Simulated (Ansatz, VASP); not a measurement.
**LiCaF3: VASP beside Ansatz**

The input INCAR:

```
PREC     = Accurate       # precision mode
ENCUT    = 520            # plane-wave cutoff, eV
EDIFF    = 1E-6           # SCF threshold, eV
ISMEAR   = 0              # smearing method
SIGMA    = 0.05           # smearing width, eV
LREAL    = F              # projectors in reciprocal space
LASPH    = T              # aspherical terms in the spheres
NELM     = 100            # most SCF steps
ALGO     = Normal         # electronic algorithm
ISIF     = 2              # what is computed and relaxed
LWAVE    = F              # write WAVECAR
LCHARG   = T              # write CHGCAR
GGA      = PE             # functional
LELF     = T              # ELF
LVHAR    = T            
NBANDS   = 25             # bands
```

File KPOINTS:

```
Automatic mesh
0
Gamma
  8 8 8
```

Contents of POSCAR:

```
LiCaF3
1.0
    3.9804017882      0.9951004471      0.9951004471
    0.9951004471      3.9804017882      0.9951004471
    0.9951004471      0.9951004471      3.9804017882
Li Ca F
1 1 3
Direct
    0.5000000000      0.5000000000      0.5000000000
    0.0000000000      0.0000000000      0.0000000000
    0.0000000000      0.5000000000      0.5000000000
    0.5000000000      0.5000000000      0.0000000000
    0.5000000000      0.0000000000      0.5000000000
```

Input for Ansatz:

```yaml
crystal:
  lattice:
    - [3.9804017882, 0.9951004471, 0.9951004471]
    - [0.9951004471, 3.9804017882, 0.9951004471]
    - [0.9951004471, 0.9951004471, 3.9804017882]
  atoms:
    - { symbol: Li, position: [0.5, 0.5, 0.5] }
    - { symbol: Ca, position: [0.0, 0.0, 0.0] }
    - { symbol: F, position: [0.0, 0.5, 0.5] }
    - { symbol: F, position: [0.5, 0.5, 0.0] }
    - { symbol: F, position: [0.5, 0.0, 0.5] }
basis:
  ecutwfc: 420
kpoints:
  mp_grid: { grid: [8, 8, 8] }
hamiltonian:
  xc: pbe
scf:
  occupations: { method: gaussian, width: 0.05 }
output:
  forces: true
  stress: true
  eigenvalues: true
```

Alike in both runs: task single point; functional PBE; k mesh 8 × 8 × 8; occupations gaussian, width 0.05 eV; no spin polarisation.

|  | VASP | Ansatz |
| --- | --- | --- |
| version | VASP 6.6.1 | Ansatz 0.2.0 |
| potentials or method | VASP PAW PBE potentials, release 64 (Li_sv, Ca_sv, F) | scalar-relativistic, plane waves, PAW |
| plane-wave cutoff (eV) | 520 | 420 |
| valence electrons in the cell | 34 | 34 |

|  | VASP | Ansatz | Ansatz less VASP |
| --- | --- | --- | --- |
| gap on the k mesh at the Fermi level (eV) | 1.13 | 1.16 | +0.026 |
| least direct gap on the mesh (eV) | 1.14 | 1.16 | +0.026 |

With one functional, cell and mesh, what is left measures potentials, basis and numerics.

 A k mesh can miss the band edges.
